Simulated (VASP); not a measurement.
Write the native input for VASP 6.6.1 that does the following.

```yaml
Task: relaxation of cell and atoms
Functional: r2SCAN
Dispersion: rVV10
Potentials_or_basis: VASP PAW PBE potentials, release 64 (As)
Cutoff: 600 eV
k_mesh: 9 × 9 × 1
Occupations: gaussian, width 0.03 eV
Spin: no spin polarisation
Further_INCAR_settings: ALGO = Normal; EDIFF = 1e-06; IBRION = 2; EDIFFG = -0.01; NSW = 90; ISIF = 3
```

The structure of As lies in POSCAR:

```
As
1.0
    3.7615938000      0.0000000000      0.0000000000
   -1.8807969000      3.2576357900      0.0000000000
    0.0000000000      0.0000000000     19.2510060700
As
2
Direct
    0.3333333300      0.6666666700      0.4675080300
    0.6666666700      0.3333333300      0.5324919700
```

The input as run:

INCAR

```
SYSTEM = As
PREC = Accurate
ENCUT = 600
EDIFF = 1E-6
ISMEAR = 0
SIGMA = 0.03
LREAL = .False.
LASPH = .True.
NELM = 80
ALGO = Normal
ISIF = 3
LWAVE = .False.
LCHARG = .False.
METAGGA = R2SCAN
LMIXTAU = .True.
LUSE_VDW = .True.
IVDW_NL = 2
BPARAM = 11.95
CPARAM = 0.0093
IBRION = 2
NSW = 90
EDIFFG = -0.01
LATTICE_CONSTRAINTS = .TRUE. .TRUE. .FALSE.
KPAR = 2
```

KPOINTS

```
Automatic mesh
0
Gamma
  9 9 1
  0 0 0
```

Potentials or basis: VASP PAW PBE potentials, release 64 (As).

Launch:

```bash
$ cat potpaw_PBE.64/As/POTCAR > POTCAR
$ mpirun -np 2 vasp_std > vasp.out
```

It gave:

```
Relaxed volume                         : 105.87 Å³/atom
Relaxed cell                           : a = 3.564 Å, b = 3.564 Å, c = 19.251 Å, α = 90.00°, β = 90.00°, γ = 120.00°
Space group after relaxing (to 0.05 Å) : P-3m1 (No. 164)
Energy gained by relaxing              : 86.8 meV/atom
Ionic steps                            : 7
Band gap on the k mesh                 : 1.92 eV, indirect (least direct gap 2.54 eV)
```

Caveat: the PAW data sets were made with another functional, which shifts forces and pressure a little; the volume moved by -10 % from the deposited cell, more than functionals usually miss.

Run time: 40 min on 2 MPI ranks on Intel(R) Xeon(R) 6975P-C (Granite Rapids), on a shared host, peak memory 0.94 GiB a rank.
